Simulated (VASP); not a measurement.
Data:

```
HfN
1.0
    0.00000     2.27515     2.21097
    2.22922     0.00000     2.21097
    2.22922     2.27515     0.00000
Hf N
1 1
Direct
  0.00000   0.00000   0.00000
  0.49551   0.50449   0.50449
```

Method: PBE GGA, VASP's PBE PAW potentials (set 64) (plane waves; VASP). Run with EDIFF = 1E-3, 520 eV cut-off, 13×13×13 Γ-centred mesh, first-order Methfessel-Paxton smearing of 0.10 eV, potentials Hf_pv N.

Unless said otherwise, spin-orbit coupling is left out, though it shifts the bands of the heavy elements here.

Task: Predict the energy per atom (σ→0), pressure, largest force, band gap (on the k-mesh) with the smallest direct gap where there is one.

Result: 
```
Property                                                     Value
------------------------  ----------------------------------------
band gap (on the k-mesh)  none (metal, semimetal or under 0.01 eV)
energy per atom (σ→0)                              -10.853 eV/atom
pressure                                                 11.84 GPa
largest force                                           0.281 eV/Å
```

Only differences to runs with the same potentials and settings are physical.

The compound is HfN in the rock salt structure. The cell was not relaxed at this level, atoms are displaced from their ideal sites. The run is one of a series of settings (EDIFF = 1E-3 against the base run), some of them coarse on purpose. The electron count is odd and the run is not spin-polarised, which forces a metal.
